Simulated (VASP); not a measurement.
Data:

```
WO3
1.0
    5.21762     0.00000     0.00000
    0.00000     5.21762     0.00000
    0.00000     0.00000     7.75039
W O
4 12
Cartesian
  0.00000   2.60881   1.70595
  2.60881   0.00000   2.16924
  2.60881   0.00000   6.04444
  0.00000   2.60881   5.58114
  1.55929   1.55929   5.81279
  1.04952   4.16811   5.81279
  3.65833   3.65833   5.81279
  4.16811   1.04952   5.81279
  1.04952   1.04952   1.93760
  1.55929   3.65833   1.93760
  4.16811   4.16811   1.93760
  3.65833   1.55929   1.93760
  0.00000   2.60881   7.68382
  2.60881   0.00000   3.94176
  2.60881   0.00000   0.06657
  0.00000   2.60881   3.80863
```

Computed with LDA (Ceperley-Alder, Perdew-Zunger), VASP's LDA PAW potentials (set 64) (plane waves; VASP). Numerical set-up: LREAL = Auto, 520 eV cut-off, 5×5×4 Γ-centred mesh, tetrahedra with Blöchl corrections, potentials W_sv O.

The cores are frozen, which limits the accuracy of field gradients.

Problem. Give the principal components of the electric field gradient (V/Å²) and the asymmetry η at each nucleus.

Solution. 
```tsv
atom	Vxx	Vyy	Vzz	η
W1	-59.9	-59.9	119.7	0.00
W2	-59.9	-59.9	119.7	0.00
W3	-59.9	-59.9	119.7	0.00
W4	-59.9	-59.9	119.7	0.00
O5	-27.3	-6.2	33.5	0.63
O6	-27.3	-6.2	33.5	0.63
O7	-27.3	-6.2	33.5	0.63
O8	-27.3	-6.2	33.5	0.63
O9	-27.3	-6.2	33.5	0.63
O10	-27.3	-6.2	33.5	0.63
O11	-27.3	-6.2	33.5	0.63
O12	-27.3	-6.2	33.5	0.63
O13	-5.7	-5.7	11.4	0.00
O14	-5.7	-5.7	11.4	0.00
O15	-5.7	-5.7	11.4	0.00
O16	-5.7	-5.7	11.4	0.00
```

The structure comes from a computed database's WO3 entry (P4/ncc); how it stands against other phases isn't given here. It was relaxed first.
